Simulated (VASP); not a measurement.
Given:

```
CELL_PARAMETERS angstrom
      0.00000     2.08246     2.08246
      2.08246     0.00000     2.08246
      2.08246     2.08246     0.00000
ATOMIC_POSITIONS crystal
  Au 0.00000 0.00000 0.00000
```

Calculation: PW91 GGA, VASP's PBE PAW potentials (set 64) (plane waves; VASP 6.6.1). Numerical set-up: 520 eV cut-off, 15×15×15 Γ-centred mesh, first-order Methfessel-Paxton smearing of 0.10 eV, potentials Au.

Problem. The job: Au (fcc), 1 atom, PW91, static run, 520 eV, 15×15×15 Γ-centred mesh. Roughly how much core time does it take on a busy server core?

Solution. About 20 core-seconds (one run on a shared machine, a rough figure). It had 120 irreducible k-points, 9 bands, up to 531 plane waves and 12 electronic steps.

The compound is Au in the fcc structure. It was relaxed first, which changed the volume by +6 %.
